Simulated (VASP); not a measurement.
# LaTiO2 (R-3m) in VASP: single point with r2SCAN

Aim: the single point of LaTiO2 with r2SCAN.

Everything below comes from runs of VASP 6.6.1. Logs are shortened: lines on timing, memory, paths and dates and some standing lists are left out, and cuts for length are marked.

### Step 1. The crystal as given

The structure is trigonal, space group R-3m (No. 166). The conventional cell has a = 3.864 Å, b = 3.864 Å, c = 17.253 Å, α = 90.00°, β = 90.00°, γ = 120.00°. Ti (site symmetry -3m) has 2 O at 1.86 Å as nearest neighbours. Around La (site symmetry -3m) lie 6 O at 2.45 Å. Around O (site symmetry 3m) lie 1 Ti at 1.86 Å.

The cell was built by a generator and needn't be a form met in nature.

### Step 2. Single point, r2SCAN

Input file POSCAR:

```
LaTiO2
1.0
    3.8642376800      0.0000000000      0.0000000000
   -1.9321188400      3.3465307700      0.0000000000
    0.0000000000     -2.2310165100      5.7509543100
Ti La O
1 1 2
Direct
    0.0000000000      0.0000000000      0.0000000000
    0.5000000000      0.0000000000      0.5000000000
    0.1080000000      0.2160000000      0.3240000000
    0.8920000000      0.7840000000      0.6760000000
```

Input file INCAR.step1:

```
SYSTEM = LaTiO2
PREC = Accurate ; ENCUT = 520
ISMEAR = -5 ; SIGMA = 0.0843
LREAL = .False. ; LASPH = .True.
NELM = 100 ; LMAXMIX = 6
NBANDS = 26 ; GGA = PE
ALGO = Normal ; EDIFF = 1E-4
LWAVE = .True. ; LCHARG = .False.
```

Input file INCAR.step2:

```
SYSTEM = LaTiO2
PREC = Accurate ; ENCUT = 520
EDIFF = 1E-6 ; ISMEAR = 1
SIGMA = 0.0843 ; LREAL = .False.
LASPH = .True. ; NELM = 100
ALGO = Normal ; ISIF = 2
LWAVE = .False. ; LCHARG = .False.
LMAXMIX = 6 ; METAGGA = R2SCAN
LMIXTAU = .True. ; LORBIT = 11
NBANDS = 26 ; ISTART = 1
```

Input file KPOINTS:

```
Automatic mesh
0
Gamma
  10 10 10
  0 0 0
```

Potentials or basis: VASP PAW PBE potentials, release 64 (Ti_sv, La, O).

Command:

```
$ cat potpaw_PBE.64/Ti_sv/POTCAR potpaw_PBE.64/La/POTCAR potpaw_PBE.64/O/POTCAR > POTCAR
$ cp INCAR.step1 INCAR
$ mpirun -np 1 vasp_std > vasp.out
$ cp INCAR.step2 INCAR
$ mpirun -np 1 vasp_std > vasp.out
```

OUTCAR:

```text
SYSTEM = LaTiO2
   PREC = Accurate
   ENCUT = 520
   EDIFF = 1E-6
   ISMEAR = 1
   LREAL = .False.
   LASPH = .True.
   NELM = 100
   ISIF = 2
   METAGGA = R2SCAN
   LORBIT = 11
   ISTART = 1

 ion  position               nearest neighbor table
   1  0.000  0.000  0.000-   3 1.86   4 1.86
   2  0.500  0.000  0.500-   3 2.45   4 2.45   4 2.45   3 2.45   3 2.45   4 2.45
   3  0.108  0.216  0.324-   1 1.86   2 2.45   2 2.45   2 2.45
   4  0.892  0.784  0.676-   1 1.86   2 2.45   2 2.45   2 2.45

  LATTYP: Found a trigonal (rhomboedric) cell.
 ALAT       =     6.1685419787
 COS(alpha) =     0.8037846229

  Lattice vectors:

 A1 = (   0.0000000000,  -2.2310165100,   5.7509543100)
 A2 = (   1.9321188400,   1.1155142600,   5.7509543100)
 A3 = (  -1.9321188400,   1.1155142600,   5.7509543100)

Analysis of symmetry for initial positions (statically):
=====================================================================
 Subroutine PRICEL returns:
 Original cell was already a primitive cell.

 Routine SETGRP: Setting up the symmetry group for a
 trigonal (rhombohedral) supercell.

 Subroutine GETGRP returns: Found 12 space group operations
 (whereof 12 operations were pure point group operations)
 out of a pool of 12 trial point group operations.

The static configuration has the point symmetry D_3d.

Analysis of symmetry for dynamics (positions and initial velocities):
=====================================================================
 Subroutine PRICEL returns:
 Original cell was already a primitive cell.

 Routine SETGRP: Setting up the symmetry group for a
 trigonal (rhombohedral) supercell.

 Subroutine GETGRP returns: Found 12 space group operations
 (whereof 12 operations were pure point group operations)
 out of a pool of 12 trial point group operations.

The dynamic configuration has the point symmetry D_3d.

 Subroutine INISYM returns: Found 12 space group operations
 (whereof 12 operations are pure point group operations),
 and found     1 'primitive' translations

----------------------------------------------------------------------------------------

                                     Primitive cell

  volume of cell :      74.3701

  direct lattice vectors                    reciprocal lattice vectors
     3.864237680  0.000000000  0.000000000     0.258783254  0.149408457  0.057961291
    -1.932118840  3.346530770  0.000000000     0.000000000  0.298816915  0.115922582
     0.000000000 -2.231016510  5.750954310     0.000000000  0.000000000  0.173884184

  length of vectors
     3.864237680  3.864240081  6.168541979     0.304386548  0.320514576  0.173884184

  position of ions in fractional coordinates (direct lattice)
     0.000000000  0.000000000  0.000000000
     0.500000000  0.000000000  0.500000000
     0.108000000  0.216000000  0.324000000
     0.892000000  0.784000000  0.676000000

  ion indices of the primitive-cell ions
   primitive index   ion index
                 1           1
                 2           2
                 3           3
                 4           4

----------------------------------------------------------------------------------------

 KPOINTS: Automatic mesh

Automatic generation of k-mesh.
 Grid dimensions read from file:
 generate k-points for:   10   10   10

 Generating k-lattice:

  Cartesian coordinates                     Fractional coordinates (reciprocal lattice)
     0.025878325  0.014940846  0.005796129     0.100000000 -0.000000000  0.000000000
     0.000000000  0.029881691  0.011592258     0.000000000  0.100000000  0.000000000
     0.000000000  0.000000000  0.017388418     0.000000000  0.000000000  0.100000000

  Length of vectors
     0.030438655  0.032051458  0.017388418

  Shift w.r.t. Gamma in fractional coordinates (k-lattice)
     0.000000000  0.000000000  0.000000000

 Subroutine IBZKPT returns following result:
 ===========================================

 Found    116 irreducible k-points:

 Following reciprocal coordinates:
            Coordinates               Weight
  0.000000  0.000000  0.000000      1.000000
  0.100000  0.000000  0.000000      6.000000
  0.200000  0.000000  0.000000      6.000000
  0.300000  0.000000  0.000000      6.000000
  0.400000 -0.000000 -0.000000      6.000000
  0.500000 -0.000000  0.000000      3.000000
[... 16 lines left out ...]
  0.000000  0.300000  0.000000      6.000000
  0.100000  0.300000  0.000000     12.000000
 [... further k-points ...]
   k-points           NKPTS =    116   k-points in BZ     NKDIM =    116   number of bands    NBANDS=     26
   number of dos      NEDOS =    301   number of ions     NIONS =      4
   total plane-waves  NPLWV =  43200
   dimension x,y,z NGX =    30 NGY =   30 NGZ =   48
   dimension x,y,z NGXF=    60 NGYF=   60 NGZF=   96
   ions per type =               1   1   2
   NGX,Y,Z   is equivalent  to a cutoff of  12.91, 12.91, 12.94 a.u.
   NGXF,Y,Z  is equivalent  to a cutoff of  25.81, 25.81, 25.87 a.u.
 SYSTEM =  LaTiO2
   PREC   = accura    normal or accurate (medium, high low for compatibility)
   ISTART =      1    job   : 0-new  1-cont  2-samecut
   ICHARG =      0    charge: 1-file 2-atom 10-const
   ISPIN  =      1    spin polarized calculation?
   LNONCOLLINEAR =      F non collinear calculations
   LSORBIT =      F    spin-orbit coupling
   LASPH  =      T    aspherical Exc in radial PAW
   ENCUT  =  520.0 eV  38.22 Ry    6.18 a.u.   7.18  7.18 11.47*2*pi/ulx,y,z
   NELM   =    100;   NELMIN=  2; NELMDL=  0     # of ELM steps
   EDIFF  = 0.1E-05   stopping-criterion for ELM
   LREAL  =      F    real-space projection
   EDIFFG = 0.1E-04   stopping-criterion for IOM
   NSW    =      0    number of steps for IOM
   IBRION =     -1    ionic relax: 0-MD 1-quasi-New 2-CG
   NFREE  =      0    steps in history (QN), initial steepest desc. (CG)
   ISIF   =      2    stress and relaxation
   ISYM   =      2    0-nonsym 1-usesym 2-fastsym
   POTIM  = 0.5000    time-step for ionic-motion
   TEBEG  =    0.0;   TEEND  =   0.0 temperature during run
   PSTRESS=    0.0 pullay stress
   NELECT =      35.0000    total number of electrons
   NUPDOWN=      -1.0000    fix difference up-down
   EMIN   =  10.00;   EMAX   =-10.00  energy-range for DOS
   EFERMI =   0.00;   METHOD = LEGACY
   ISMEAR =     1;   SIGMA  =   0.08  broadening in eV -4-tet -1-fermi 0-gaus
   EFERMI_NEDOS =   21; number of points for ismear=-14 and -15
   IALGO  =     38    algorithm
   IMIX   =      4    mixing-type and parameters
     AMIX     =   0.40;   BMIX     =  1.00
     AMIX_MAG =   1.60;   BMIX_MAG =  1.00
  volume/ion in A,a.u.               =      18.59       125.47
  Fermi-wavevector in a.u.,A,eV,Ry     =   1.273399  2.406376 22.062475  1.621546
  Thomas-Fermi vector in A             =   2.406225
   LORBIT       =     11    0 simple, 1 ext, 2 COOP (PROOUT), +10 PAW based schemes
   METAGGA = R2SCAN    functional components
   LHFCALC =     F    Hartree Fock is set to
   AEXX    =    0.0000 exact exchange contribution
   IVDW    =     0    specifies the selected vdW correction
   LEPSILON=     F    determine dielectric tensor
   LRPA    =     F    only Hartree local field effects (RPA)
 non-spin polarized calculation
 Methfessel and Paxton  Order N= 1 SIGMA  =   0.08
  energy-cutoff  :      520.00
  volume of cell :       74.37
 maximum number of plane-waves:      2020
 NGX is ok and might be reduce to    30

 number of electron      34.9999997 magnetization

 Free energy of the ion-electron system (eV)
  ---------------------------------------------------
  ext. energy  EPLUGINS =         0.00000000
  ---------------------------------------------------
  free energy    TOTEN  =       -65.86704861 eV

  energy without entropy =      -65.86744297  energy(sigma->0) =      -65.86718007

 E-fermi :   6.8183     XC(G=0): -10.5008

 val. band max:        6.8050325085   @ k =   0.2000   0.3000   0.0000
 cond. band min:       6.8327734080   @ k =   0.1000   0.3000   0.1000
 fundamental gap:      0.0277408995
 Fermi energy:         6.8183154772

 k-point     1 :       0.0000    0.0000    0.0000
  band No.  band energies     occupation
      1     -53.3386      2.00000
      2     -28.8819      2.00000
      3     -28.4413      2.00000
      4     -28.4412      2.00000
      5     -27.0736      2.00000
      6     -13.9622      2.00000
[... 18 lines left out ...]
     25       9.8995      0.00000
     26      10.1149      0.00000

 k-point     2 :       0.1000    0.0000    0.0000
  band No.  band energies     occupation
      1     -53.3384      2.00000
      2     -28.8816      2.00000
      3     -28.4438      2.00000
      4     -28.4419      2.00000
      5     -27.0572      2.00000
      6     -14.0881      2.00000
[... 18 lines left out ...]
     25       9.8537      0.00000
     26       9.9703      0.00000

 k-point     3 :       0.2000    0.0000    0.0000
  band No.  band energies     occupation
      1     -53.3380      2.00000
      2     -28.8810      2.00000
      3     -28.4503      2.00000
      4     -28.4435      2.00000
      5     -27.0138      2.00000
      6     -14.3991      2.00000
[... 18 lines left out ...]
     25       9.7327      0.00000
     26       9.7673      0.00000

 k-point     4 :       0.3000    0.0000    0.0000
  band No.  band energies     occupation
      1     -53.3374      2.00000
      2     -28.8801      2.00000
      3     -28.4583      2.00000
      4     -28.4454      2.00000
      5     -26.9592      2.00000
      6     -14.7445      2.00000
[... 18 lines left out ...]
     25       9.7067      0.00000
     26       9.7152      0.00000

 k-point     5 :       0.4000   -0.0000   -0.0000
  band No.  band energies     occupation
      1     -53.3370      2.00000
      2     -28.8795      2.00000
      3     -28.4648      2.00000
      4     -28.4470      2.00000
      5     -26.9142      2.00000
      6     -15.0013      2.00000
[... 18 lines left out ...]
     25       9.6277      0.00000
     26       9.7307      0.00000

 k-point     6 :       0.5000   -0.0000    0.0000
  band No.  band energies     occupation
      1     -53.3368      2.00000
      2     -28.8792      2.00000
      3     -28.4673      2.00000
      4     -28.4476      2.00000
      5     -26.8968      2.00000
      6     -15.0951      2.00000
[... 427 lines left out ...]
 k-point    21 :       0.5000    0.2000    0.0000
  band No.  band energies     occupation
      1     -53.3368      2.00000
      2     -28.8784      2.00000
      3     -28.4630      2.00000
      4     -28.4518      2.00000
      5     -26.8990      2.00000
      6     -14.8812      2.00000
[... 18 lines left out ...]
     25       9.6783      0.00000
     26       9.7160      0.00000

 k-point    22 :      -0.4000    0.2000    0.0000
  band No.  band energies     occupation
      1     -53.3372      2.00000
      2     -28.8790      2.00000
      3     -28.4597      2.00000
      4     -28.4486      2.00000
      5     -26.9353      2.00000
      6     -14.7562      2.00000
[... 18 lines left out ...]
     25       9.6518      0.00000
     26       9.7156      0.00000

 k-point    23 :       0.0000    0.3000    0.0000
  band No.  band energies     occupation
      1     -53.3374      2.00000
      2     -28.8808      2.00000
      3     -28.4580      2.00000
      4     -28.4455      2.00000
      5     -26.9592      2.00000
      6     -14.5124      2.00000
[... 18 lines left out ...]
     25       9.6834      0.00000
     26       9.7879      0.00000

 k-point    24 :       0.1000    0.3000    0.0000
  band No.  band energies     occupation
      1     -53.3371      2.00000
      2     -28.8799      2.00000
      3     -28.4613      2.00000
      4     -28.4476      2.00000
      5     -26.9292      2.00000
      6     -14.6026      2.00000
[... 18 lines left out ...]
     25       9.6663      0.00000
     26       9.7219      0.00000

 [... further k-points ...]
[... 5 lines left out ...]
  --------------------------------------------------------------------------------------
  -------------------------------------------------------------------------------------
  Total       -0.4914417     -0.4914426      1.5417039      0.0000000      0.0000011     -0.0000000
  in kB      -10.5872716    -10.5872891     33.2133739      0.0000000      0.0000231     -0.0000000
  external PRESSURE =       4.0129377 kB  Pullay stress =       0.0000000 kB

 VOLUME and BASIS-vectors are now :
 -----------------------------------------------------------------------------
  energy-cutoff  :      520.00
  volume of cell :       74.37
      direct lattice vectors                 reciprocal lattice vectors
     3.864237680  0.000000000  0.000000000     0.258783254  0.149408457  0.057961291
    -1.932118840  3.346530770  0.000000000     0.000000000  0.298816915  0.115922582
     0.000000000 -2.231016510  5.750954310     0.000000000  0.000000000  0.173884184

 POSITION                                       TOTAL-FORCE (eV/Angst)
 -----------------------------------------------------------------------------------
      0.00000      0.00000      0.00000         0.000000      0.000000      0.000000
      1.93212     -1.11551      2.87548        -0.000000      0.000000      0.000000
     -0.00000      0.00000      1.86331         0.000000      0.000000      0.315585
      1.93212      1.11551      3.88765         0.000000     -0.000000     -0.315585
 -----------------------------------------------------------------------------------
    total drift:                               -0.000000      0.000000     -0.000000

  FREE ENERGIE OF THE ION-ELECTRON SYSTEM (eV)
  ---------------------------------------------------
  free  energy   TOTEN  =       -65.8670486140 eV

  energy  without entropy=      -65.8674429741  energy(sigma->0) =      -65.86718007

 total charge

# of ion       s       p       d       f       tot
--------------------------------------------------
    1        2.200   6.153   1.813   0.000  10.166
    2        1.991   5.735   0.581   0.220   8.526
    3        1.579   3.512   0.000   0.000   5.091
    4        1.579   3.512   0.000   0.000   5.091
--------------------------------------------------
tot          7.348  18.912   2.394   0.220  28.874
```

Wall time 10 min (1 thread of Intel Xeon 6975P-C (Granite Rapids), shared host); peak memory 0.4 GiB.

What came out:

| Property | Result |
| --- | --- |
| Free energy | -65.8670 eV |
| Pressure | 0.4 GPa |
| Largest force | 0.316 eV/Å |
| Band gap on the k mesh | none (metal or under the smearing width) |
| Valence electrons inside the program's atomic spheres | Ti 10.17; La 8.53; O 5.09 |

Forces in eV/Å, atoms in the order of the input:
```
Ti   0.000  0.000  0.000
La   0.000  0.000  0.000
O    0.000  0.000  0.316
O    0.000  0.000 -0.316
```

Stress tensor (GPa, compression positive):
```
-1.06  0.00  0.00
 0.00 -1.06  0.00
 0.00  0.00  3.32
```

Levels at points of the mesh, in eV from the Fermi level:
| k point | band 13 | band 14 | band 15 | band 16 | band 17 | band 18 | band 19 | band 20 | band 21 | band 22 |
| --- | --- | --- | --- | --- | --- | --- | --- | --- | --- | --- |
| (0.00, 0.00, 0.00) | -6.53 | -4.58 | -4.38 | -4.38 | -3.20 | 0.25 | 0.25 | 1.49 | 1.49 | 2.44 |
| (0.50, 0.00, 0.00) | -5.54 | -4.96 | -4.80 | -4.71 | -0.85 | 0.41 | 1.24 | 1.32 | 1.69 | 1.89 |
| (0.00, 0.50, 0.00) | -5.81 | -4.54 | -4.39 | -4.33 | -1.31 | 1.01 | 1.17 | 1.27 | 1.73 | 1.80 |
| (0.00, 0.00, 0.50) | -6.23 | -5.67 | -4.87 | -4.87 | -2.68 | 0.37 | 0.37 | 1.92 | 1.92 | 2.35 |

Caveat: the PAW data sets were made with another functional, which shifts forces and pressure a little; an odd number of electrons without spin polarisation forces a metal; a magnetic or distorted state may lie lower; semilocal functionals often make such compounds metallic where correlation or magnetic order opens a gap, which also shifts bond lengths. The run has no spin-orbit coupling, so splittings on La are missing.
